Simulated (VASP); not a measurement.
Energy against volume of Na$_{2}$S (antifluorite). Calculation: MS2 meta-GGA, VASP's PBE PAW potentials (set 64) (plane waves; VASP). Run with 520 eV cut-off, 6×6×6 Γ-centred mesh, Gaussian smearing of 0.050 eV, potentials Na_pv S.

| V (Å³/atom) | E (eV/atom) |
|---|---|
| 21.268 | -7.07125 |
| 21.947 | -7.07826 |
| 22.626 | -7.08067 |
| 23.304 | -7.07898 |

### Question
Fit these four points and predict the energy of the run at 23.983 Å³/atom.

### Answer
A cubic in V^(−2/3), the third-order Birch-Murnaghan form, passes through the four points with V0 = 22.67 Å³/atom and B0 = 32 GPa, and gives -7.0736 eV/atom there. The run gave -7.0735 eV/atom, +0.1 meV/atom from the fit; all five points give B0 = 32 GPa.

The compound is Na2S in the antifluorite structure. It was relaxed first.
